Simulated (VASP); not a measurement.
Input:

```
Al3Sc
1.0
    4.07278     0.00000     0.00000
    0.00000     4.07278     0.00000
    0.00000     0.00000     4.07278
Sc Al
1 3
Direct
  0.00000   0.00000   0.00000
  0.00000   0.50000   0.50000
  0.50000   0.00000   0.50000
  0.50000   0.50000   0.00000
```

Computed with PBEsol GGA, VASP's PBE PAW potentials (set 64) (plane waves; VASP 6.6.1). Settings: 400 eV cut-off, Gaussian smearing of 0.050 eV, potentials Sc_sv Al.

Task: Give the energies of bands 5 to 13 at the high-symmetry points, in eV from the Fermi level.

Result: 
```csv
band,Γ,X,M,R
5,-10.05,-8.16,-6.76,-4.78
6,-2.61,-7.33,-5.61,-4.78
7,-2.61,-1.70,-5.61,-4.78
8,-1.78,-1.70,-4.36,-4.49
9,-1.78,-1.48,-0.52,-2.93
10,-1.78,0.97,-0.52,-2.93
11,1.25,1.06,1.24,-2.93
12,1.34,1.06,1.41,0.97
13,1.34,1.37,2.12,2.67
```

It has no gap at this level: it comes out as a metal or semimetal.

The compound is Al3Sc in the L1_2 structure. It was relaxed first.
